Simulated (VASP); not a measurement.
**SrO: exact exchange and RPA correlation**

How do semilocal functionals compare with the RPA for SrO, and at what cost? The scan starts from a database cell scaled to its smallest volume. The cell is of the rock-salt type. The start is a cell from a database of measured crystal structures.

Program: VASP 6.6.1. Level of theory: RPA correlation on PBE orbitals; plane waves and PAW (Sr_sv_GW, O_GW), in the first sound run; inputs show where later runs differ. Values are calculated unless marked as measured.

The database entry behind the starting cell differs from other determinations of this structure, so it need not match the best structure at room temperature.

**1. Set-up**

The structure is cubic, space group Fm-3m (No. 225). Conventional cell: a = 5.028 Å, b = 5.028 Å, c = 5.028 Å, α = 90.00°, β = 90.00°, γ = 90.00°. Nearest to Sr lie 6 O at 2.51 Å. O has 6 Sr at 2.51 Å nearest. Farther neighbours, and contacts between anions beyond the nearest, are not listed.

**2. Orbitals, volume ratio 0.94**

RPA gives no stress here, so the energy is scanned over volumes, at one cutoff and mesh. Volumes are given as ratios to a reference cell, and this first cell is that cell scaled to 0.94. Each point starts from PBE orbitals, tightly converged.

File INCAR:

```
SYSTEM = SrO
PREC = Accurate
ENCUT = 460
EDIFF = 1E-08
NELM = 100
ISMEAR = 0
SIGMA = 0.05
LREAL = .FALSE.
ALGO = Normal
GGA = PE
NBANDS = 14
LORBIT = 11
LWAVE = .TRUE.
LCHARG = .FALSE.
KPAR = 8
```

File POSCAR:

```
SrO
1.0
    0.0000000000      2.5139118308      2.5139118308
    2.5139118308      0.0000000000      2.5139118308
    2.5139118308      2.5139118308      0.0000000000
Sr O
1 1
Direct
    0.5000000000      0.5000000000      0.5000000000
    0.0000000000      0.0000000000      0.0000000000
```

File KPOINTS:

```
Automatic mesh
0
Gamma
4 4 4
0 0 0
```

The projector-augmented-wave data sets are Sr_sv_GW and O_GW (PBE family, release 64).

The run is started by

```
> mpirun -np 8 vasp_std
```

The log of the run:

```text
[banner, memory and clock lines left out]
running    8 mpi-ranks, on    1 nodes
 distrk:  each k-point on    1 cores,    8 groups
 distr:  one band on    1 cores,    1 groups

 POSCAR found type information on POSCAR SrO
 POSCAR found :  2 types and       2 ions
|                                                                             |
|           W    W    AA    RRRRR   N    N  II  N    N   GGGG   !!!           |
|           W    W   A  A   R    R  NN   N  II  NN   N  G    G  !!!           |
|           W    W  A    A  R    R  N N  N  II  N N  N  G       !!!           |
|           W WW W  AAAAAA  RRRRR   N  N N  II  N  N N  G  GGG   !            |
|           WW  WW  A    A  R   R   N   NN  II  N   NN  G    G                |
|           W    W  A    A  R    R  N    N  II  N    N   GGGG   !!!           |
|                                                                             |
|     For optimal performance we recommend to set                             |
|       NCORE = 2 up to number-of-cores-per-socket                            |
|     NCORE specifies how many cores store one orbital (NPAR=cpu/NCORE).      |
|     This setting can greatly improve the performance of VASP for DFT.       |
|     The default, NCORE=1 might be grossly inefficient on modern             |
|     multi-core architectures or massively parallel machines. Do your        |
|     Unfortunately you need to use the default for GW and RPA                |
|     calculations (for HF NCORE is supported but not extensively tested      |
|     yet).                                                                   |
|                                                                             |

 LDA part: xc-table for (Slater+PW92), standard interpolation
 POSCAR, INCAR and KPOINTS ok, starting setup
 FFT: planning ... GRIDC
 FFT: planning ... GRID_SOFT
 FFT: planning ... GRID
 WAVECAR not read
 entering main loop
       N       E                     dE             d eps       ncg     rms          rms(c)
DAV:   1     0.948253E+02    0.94825E+02   -0.75220E+03   224   0.989E+02
DAV:   2    -0.146350E+02   -0.10946E+03   -0.92484E+02   298   0.295E+02
DAV:   3    -0.203413E+02   -0.57063E+01   -0.56771E+01   334   0.607E+01
DAV:   4    -0.203844E+02   -0.43109E-01   -0.43108E-01   262   0.464E+00
DAV:   5    -0.203858E+02   -0.14363E-02   -0.14363E-02   328   0.619E-01    0.136E+01
DAV:   6    -0.168872E+02    0.34987E+01   -0.10610E+01   272   0.409E+01    0.275E+01
DAV:   7    -0.167736E+02    0.11356E+00   -0.47199E-01   246   0.704E+00    0.867E+00
DAV:   8    -0.167205E+02    0.53042E-01   -0.11535E-01   278   0.453E+00    0.325E+00
DAV:   9    -0.167129E+02    0.76513E-02   -0.30144E-02   248   0.231E+00    0.351E-01
DAV:  10    -0.167136E+02   -0.73357E-03   -0.34650E-03   304   0.898E-01    0.363E-01
DAV:  11    -0.167132E+02    0.40209E-03   -0.64201E-04   280   0.340E-01    0.221E-01
DAV:  12    -0.167132E+02   -0.38346E-05   -0.15657E-04   252   0.119E-01    0.465E-02
DAV:  13    -0.167132E+02    0.25701E-05   -0.62661E-06   320   0.304E-02    0.160E-02
DAV:  14    -0.167132E+02   -0.10316E-06   -0.12957E-06   306   0.176E-02    0.390E-03
DAV:  15    -0.167132E+02    0.31445E-06   -0.61461E-07   304   0.871E-03    0.614E-04
DAV:  16    -0.167132E+02   -0.79849E-08   -0.32625E-08   216   0.151E-03
   1 F= -.16713229E+02 E0= -.16713229E+02  d E =-.220786E-23
 writing wavefunctions
```

Run time: 4.2 s. Hardware: 8 MPI ranks of AMD EPYC 7R43, shared host; peak memory 1.1 GiB.

The logs omit lines about the potential files and the build; timing stands in the text.

From OUTCAR (step 2):

```text
ion  position               nearest neighbor table
   1  0.500  0.500  0.500-   2 2.51   2 2.51   2 2.51   2 2.51   2 2.51   2 2.51
   2  0.000  0.000  0.000-   1 2.51   1 2.51   1 2.51   1 2.51   1 2.51   1 2.51

  LATTYP: Found a face centered cubic cell.
 ALAT       =     5.0278236616

 Subroutine GETGRP returns: Found 48 space group operations
 (whereof 48 operations were pure point group operations)

The static configuration has the point symmetry O_h .

 Found      8 irreducible k-points:

   k-points           NKPTS =      8   k-points in BZ     NKDIM =      8   number of bands    NBANDS=     14

   dimension x,y,z NGX =    28 NGY =   28 NGZ =   28
   dimension x,y,z NGXF=    56 NGYF=   56 NGZF=   56

   ENCUT  =  460.0 eV  33.81 Ry    5.81 a.u.   6.22  6.22  6.22*2*pi/ulx,y,z

   NELECT =      16.0000    total number of electrons

 k-points in reciprocal lattice and weights: Automatic mesh
   0.00000000  0.00000000  0.00000000       0.016
   0.25000000  0.00000000  0.00000000       0.125
   0.50000000  0.00000000  0.00000000       0.062
   0.25000000  0.25000000  0.00000000       0.094
   0.50000000  0.25000000  0.00000000       0.375
  -0.25000000  0.25000000  0.00000000       0.188
   0.50000000  0.50000000  0.00000000       0.047
  -0.25000000  0.50000000  0.25000000       0.094

 average (electrostatic) potential at core
       1 -54.6559       2 -68.7386

 E-fermi :   3.9668

 k-point     1 :       0.0000    0.0000    0.0000
  band No.  band energies     occupation
    ...
      4     -10.0213      2.00000
      5     -10.0213      2.00000
      6       3.6210      2.00000
      7       3.6210      2.00000
      8       3.6210      2.00000
      9       8.1324      0.00000
     10      10.0249      0.00000
     11      10.0249      0.00000
     12      10.0249      0.00000
     13      12.3528      0.00000
    ...

 k-point     2 :       0.2500    0.0000    0.0000
  band No.  band energies     occupation
    ...
      4     -10.0691      2.00000
      5      -9.2563      2.00000
      6       2.2958      2.00000
      7       2.9375      2.00000
      8       2.9375      2.00000
      9       9.8299      0.00000
     10      10.4286      0.00000
     11      11.2421      0.00000
     12      11.2421      0.00000
     13      13.9284      0.00000
    ...

 k-point     3 :       0.5000    0.0000    0.0000
  band No.  band energies     occupation
    ...
      4     -10.1154      2.00000
      5      -8.8215      2.00000
      6       1.3501      2.00000
      7       2.3765      2.00000
      8       2.3765      2.00000
      9      10.5115      0.00000
     10      12.5906      0.00000
     11      12.9133      0.00000
     12      12.9133      0.00000
     13      16.2625      0.00000
    ...

  Total        1.8634189      1.8634189      1.8634189     -0.0000000      0.0000000     -0.0000000
  in kB       93.9595557     93.9595557     93.9595557     -0.0000000      0.0000000     -0.0000000
  external PRESSURE =      93.9595557 kB  Pullay stress =       0.0000000 kB

  energy-cutoff  :      460.00
  volume of cell :       31.77
      direct lattice vectors                 reciprocal lattice vectors
     0.000000000  2.513911831  2.513911831    -0.198893213  0.198893213  0.198893213
     2.513911831  0.000000000  2.513911831     0.198893213 -0.198893213  0.198893213
     2.513911831  2.513911831  0.000000000     0.198893213  0.198893213 -0.198893213

 POSITION                                       TOTAL-FORCE (eV/Angst)
 -----------------------------------------------------------------------------------
      2.51391      2.51391      2.51391        -0.000000     -0.000000     -0.000000
      0.00000      0.00000      0.00000         0.000000      0.000000      0.000000
 -----------------------------------------------------------------------------------
    total drift:                                0.000000      0.000000      0.000000

  FREE ENERGIE OF THE ION-ELECTRON SYSTEM (eV)
  ---------------------------------------------------
  free  energy   TOTEN  =       -16.7132293895 eV

  energy  without entropy=      -16.7132293895  energy(sigma->0) =      -16.71322939

 total charge
# of ion       s       p       d       f       tot
--------------------------------------------------
    1        2.334   5.933   0.438   0.050   8.754
    2        1.535   3.410   0.000   0.000   4.946
--------------------------------------------------
tot          3.869   9.343   0.438   0.050  13.700

[... 3 further parts left out ...]
```

The gap is read on the k-mesh alone, so it is an upper bound where the band edges lie off the mesh.

A gap read on the k-mesh alone can miss the band edges.

Numbers from this step:

```yaml
free_energy_toten: -16.71 eV
fermi_energy: 3.967 eV
pressure: 9.396 GPa
gap_on_the_k_mesh: 3.264 eV
least_direct_gap_on_the_k_mesh: 3.286 eV
```

**3. Exact exchange, volume ratio 0.94**

This step: Hartree-Fock energy on PBE orbitals; plane waves and PAW (Sr_sv_GW, O_GW) (VASP 6.6.1).

The Hartree-Fock energy is evaluated once on these orbitals (ALGO = Eigenval, NELM = 1), without letting them relax. It uses the mesh of the correlation step, since the long-wavelength errors of the two partly cancel, and the total energy is their sum.

File INCAR:

```
SYSTEM = SrO
PREC = Accurate
ENCUT = 460
ISMEAR = 0
SIGMA = 0.05
LREAL = .FALSE.
GGA = PE
NBANDS = 14
ALGO = Eigenval
NELM = 1
LHFCALC = .TRUE.
AEXX = 1
ALDAC = 0
AGGAC = 0
PRECFOCK = Normal
LWAVE = .FALSE.
LCHARG = .FALSE.
```

POSCAR is that of step 2.

KPOINTS is that of step 2.

The WAVECAR or CHGCAR of an earlier step is read.

The run is started by

```
> mpirun -np 8 vasp_std
```

The log of the run:

```text
[banner, memory and clock lines left out]
running    8 mpi-ranks, on    1 nodes
 distrk:  each k-point on    8 cores,    1 groups
 distr:  one band on    1 cores,    8 groups

 POSCAR found type information on POSCAR SrO
 POSCAR found :  2 types and       2 ions
 [... a notice as in an earlier step ...]

 LDA part: xc-table for (Slater+PW92), standard interpolation
|                                                                             |
|           W    W    AA    RRRRR   N    N  II  N    N   GGGG   !!!           |
|           W    W   A  A   R    R  NN   N  II  NN   N  G    G  !!!           |
|           W    W  A    A  R    R  N N  N  II  N N  N  G       !!!           |
|           W WW W  AAAAAA  RRRRR   N  N N  II  N  N N  G  GGG   !            |
|           WW  WW  A    A  R   R   N   NN  II  N   NN  G    G                |
|           W    W  A    A  R    R  N    N  II  N    N   GGGG   !!!           |
|                                                                             |
|     The number of bands has been changed from the values supplied in        |
|     The orbitals not found in the WAVECAR file will be initialized with     |
|     random numbers, which is usually adequate. For correlated               |
|     calculations, however, you should redo the groundstate calculation.     |
|     I found NBANDS = 14. Now, NBANDS = 16.                                  |
|                                                                             |

 found WAVECAR, reading the header
  number of bands has changed, file:    14 present:    16
  trying to continue reading WAVECAR, but it might fail
 POSCAR, INCAR and KPOINTS ok, starting setup
 FFT: planning ... GRIDC
 FFT: planning ... GRID_SOFT
 FFT: planning ... GRID
 reading WAVECAR
 random initialization beyond band           14
 the WAVECAR file was read successfully
 initial charge from wavefunction
 entering main loop
       N       E                     dE             d eps       ncg     rms          rms(c)
EIG:   1    -0.297449E+02   -0.29745E+02    0.00000E+00     0   0.000E+00
   1 F= -.29744851E+02 E0= -.29744851E+02  d E =-.822294E-22
```

Wall time 7.6 s (8 MPI ranks); peak memory 0.69 GiB.

From OUTCAR (step 3):

```text
The static configuration has the point symmetry O_h .

 Found      8 irreducible k-points:

   k-points           NKPTS =      8   k-points in BZ     NKDIM =     64   number of bands    NBANDS=     16

   NELECT =      16.0000    total number of electrons

  exchange ACFDT corr.  =         0.00000000  see jH, gK, PRB 81, 115126

 E-fermi :   3.9535

 k-point     1 :       0.0000    0.0000    0.0000
  band No.  band energies     occupation
    ...
      4     -16.5058      2.00000
      5     -16.5058      2.00000
      6      -1.7603      2.00000
      7      -1.7603      2.00000
      8      -1.7603      2.00000
      9      12.7078      0.00000
     10      15.5819      0.00000
     11      15.5819      0.00000
     12      15.5819      0.00000
     13      18.3056      0.00000
    ...

 k-point     2 :       0.2500    0.0000    0.0000
  band No.  band energies     occupation
    ...
      4     -16.5444      2.00000
      5     -16.9704      2.00000
      6      -3.0436      2.00000
      7      -2.5102      2.00000
      8      -2.5102      2.00000
      9      15.0450      0.00000
     10      15.3199      0.00000
     11      17.1056      0.00000
     12      17.1056      0.00000
     13      20.2838      0.00000
    ...

 POSITION                                       TOTAL-FORCE (eV/Angst)
 -----------------------------------------------------------------------------------
      2.51391      2.51391      2.51391         0.000000      0.000000      0.000000
      0.00000      0.00000      0.00000         0.000000     -0.000000      0.000000
 -----------------------------------------------------------------------------------
    total drift:                                0.000000     -0.000000     -0.000000

  FREE ENERGIE OF THE ION-ELECTRON SYSTEM (eV)
  ---------------------------------------------------
  free  energy   TOTEN  =       -29.7448513269 eV

  energy  without entropy=      -29.7448513269  energy(sigma->0) =      -29.74485133

[... 7 parts as in an earlier step ...]

[... 5 further parts left out ...]
```

The k-mesh is coarse for unscreened exact exchange, which converges slowly with it.

Numbers from this step:

```
free energy (TOTEN) : -29.74 eV
```

The Hartree-Fock energy on these orbitals is -14.8724 eV an atom.

**4. Empty bands, volume ratio 0.94**

This step: PBE; plane waves and PAW (Sr_sv_GW, O_GW) (VASP 6.6.1).

The next step needs empty bands that the ground-state run didn't converge, so the Hamiltonian is diagonalised in full, in a single step. LOPTICS writes the k-derivatives of the orbitals (WAVEDER), which give the long-wavelength limit of the screening.

File INCAR:

```
SYSTEM = SrO
PREC = Accurate
ENCUT = 460
ISMEAR = 0
SIGMA = 0.05
LREAL = .FALSE.
GGA = PE
NBANDS = 720
ALGO = Exact
NELM = 1
LWAVE = .TRUE.
LCHARG = .FALSE.
LOPTICS = .TRUE.
NEDOS = 1000
CSHIFT = 0.1
```

POSCAR is that of step 3.

KPOINTS is that of step 3.

The run is started by

```
> mpirun -np 8 vasp_std
```

The log of the run:

```text
[banner, memory and clock lines left out]
running    8 mpi-ranks, on    1 nodes
 distrk:  each k-point on    8 cores,    1 groups
 distr:  one band on    1 cores,    8 groups

 POSCAR found type information on POSCAR SrO
 POSCAR found :  2 types and       2 ions
 [... a notice as in an earlier step ...]

 LDA part: xc-table for (Slater+PW92), standard interpolation
 found WAVECAR, reading the header
  number of bands has changed, file:    14 present:   720
  trying to continue reading WAVECAR, but it might fail
 POSCAR, INCAR and KPOINTS ok, starting setup
 FFT: planning ... GRIDC
 FFT: planning ... GRID_SOFT
 FFT: planning ... GRID
 reading WAVECAR
 random initialization beyond band           14
 the WAVECAR file was read successfully
 initial charge from wavefunction
 entering main loop
       N       E                     dE             d eps       ncg     rms          rms(c)
DIA:   1    -0.167132E+02   -0.16713E+02    0.00000E+00     0   0.000E+00
   1 F= -.16713229E+02 E0= -.16713229E+02  d E =-.252084E-17
 writing wavefunctions
 optical routines
 imaginary and real dielectric function
 recalculating local potential from charge density
 direction            1
 direction            2
 direction            3
```

It took 5.2 s on 8 MPI ranks; peak memory 0.82 GiB; 36 s of CPU time.

OUTCAR, selected parts (step 4):

```text
The static configuration has the point symmetry O_h .

 Found      8 irreducible k-points:

   k-points           NKPTS =      8   k-points in BZ     NKDIM =      8   number of bands    NBANDS=    720

   NELECT =      16.0000    total number of electrons

 E-fermi :   3.9121

 k-point     1 :       0.0000    0.0000    0.0000
  band No.  band energies     occupation
    ...
      4     -10.0214      2.00000
      5     -10.0214      2.00000
      6       3.6210      2.00000
      7       3.6210      2.00000
      8       3.6210      2.00000
      9       8.1324      0.00000
     10      10.0249      0.00000
     11      10.0249      0.00000
     12      10.0249      0.00000
     13      12.3527      0.00000
    ...

 k-point     2 :       0.2500    0.0000    0.0000
  band No.  band energies     occupation
    ...
      4     -10.0691      2.00000
      5      -9.2563      2.00000
      6       2.2958      2.00000
      7       2.9374      2.00000
      8       2.9374      2.00000
      9       9.8299      0.00000
     10      10.4286      0.00000
     11      11.2421      0.00000
     12      11.2421      0.00000
     13      13.9284      0.00000
    ...

  Total        1.8633786      1.8633786      1.8633786      0.0000000      0.0000000      0.0000000
  in kB       93.9575245     93.9575245     93.9575245      0.0000000      0.0000000      0.0000000
  external PRESSURE =      93.9575245 kB  Pullay stress =       0.0000000 kB

 POSITION                                       TOTAL-FORCE (eV/Angst)
 -----------------------------------------------------------------------------------
      2.51391      2.51391      2.51391         0.000000     -0.000000     -0.000000
      0.00000      0.00000      0.00000        -0.000000      0.000000      0.000000
 -----------------------------------------------------------------------------------
    total drift:                                0.000000      0.000000      0.000000

  FREE ENERGIE OF THE ION-ELECTRON SYSTEM (eV)
  ---------------------------------------------------
  free  energy   TOTEN  =       -16.7132294285 eV

  energy  without entropy=      -16.7132294285  energy(sigma->0) =      -16.71322943

 plasma frequency squared (from intraband transitions) (eV^2)
  --------------------------------------------------------------------------------------
       0.000      -0.000      -0.000
       0.000       0.000       0.000
       0.000       0.000       0.000

[... 10 parts as in an earlier step ...]

[... 2 further parts left out ...]
```

WAVECAR now holds 720 bands for 16 electrons.

[end of part 1 of 6]

[Long decimals in the printed logs are rounded to 6 places.]

[Lines on the potential files, build, host, timing and source positions are cut from VASP's logs without a mark.]

[Logs are printed without paths, hosts, clocks, repeated set-up lines and the standing remarks that a program may print on its own settings, such as how far it seeks lower states.]

[Hosts, paths, dates, database ids (printed as entryN), source tags and the programs' standing remarks are cut or masked in the printed files.]

[Measured values are set beside computed ones only where the two were judged alike; some that the calculation misses by far are left out.]

[Pressures printed for these runs are not shown converged in the cutoff: they can be off by several GPa and have the wrong sign.]
